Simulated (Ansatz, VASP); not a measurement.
# Two plane-wave programs on TeW

The input INCAR:

```
  PREC = Accurate
  ENCUT = 520
  EDIFF = 1E-7
  ISMEAR = 0
  SIGMA = 0.1
  LREAL = False
  LASPH = True
  NELM = 150
  ALGO = Normal
  ISIF = 2
  LWAVE = False
  LCHARG = True
  ISPIN = 2
  MAGMOM = 1 0
  LORBIT = 11
  LMAXMIX = 4
  GGA = PE
  LELF = True
  LVHAR = True
  NBANDS = 21
```

KPOINTS

```
Automatic mesh
0
Gamma
  6 6 6
```

File POSCAR:

```
TeW
1.0
    0.0000000000      2.7406921582      2.7406921582
    2.7406921582      0.0000000000      2.7406921582
    2.7406921582      2.7406921582      0.0000000000
W Te
1 1
Direct
    0.0000000000      0.0000000000      0.0000000000
    0.5000000000      0.5000000000      0.5000000000
```

Input for Ansatz:

```yaml
crystal:
  lattice:
    - [0.0, 2.7406921582, 2.7406921582]
    - [2.7406921582, 0.0, 2.7406921582]
    - [2.7406921582, 2.7406921582, 0.0]
  atoms:
    - { symbol: W, position: [0.0, 0.0, 0.0], spin: 1.0 }
    - { symbol: Te, position: [0.5, 0.5, 0.5] }
basis:
  ecutwfc: 420
kpoints:
  mp_grid: { grid: [6, 6, 6] }
hamiltonian:
  xc: pbe
scf:
  occupations: { method: gaussian, width: 0.1 }
  lower_state_search: "off"
output:
  forces: true
  stress: true
  eigenvalues: true
  populations: true
magnetization:
  spin_polarized: true
```

The cell was built by a generator and needn't be a form met in nature.

Alike in both runs: task single point; functional PBE; k mesh 6 × 6 × 6; occupations gaussian, width 0.1 eV; collinear spin.

```csv
,VASP,Ansatz
version,VASP 6.6.1,Ansatz 0.2.0
potentials or method,"VASP PAW PBE potentials, release 64 (W_sv, Te)","scalar-relativistic, plane waves, PAW"
plane-wave cutoff (eV),520,420
valence electrons in the cell,20,30
```

|  | VASP | Ansatz | Ansatz less VASP |
| --- | --- | --- | --- |
| gap on the k mesh at the Fermi level (eV) | none | none | - |
| pressure (GPa) | 9.7 | 12.2 | +2.54 |
| net moment per atom (μB) | 0.55 | 0.94 | +0.393 |
| size of the moment on the site where the two differ most (μB) | 0.91 | 1.37 | +0.464 |

The net moments differ so much that the two runs ended in different magnetic states, which moves the other rows too. Site moments also hang on the region over which each program counts them. A gap of «none» marks a metal or a gap that the smearing closes. The two sets of potentials don't hold the same shells in valence.

The runs have no spin-orbit coupling, so splittings on Te, W are missing.
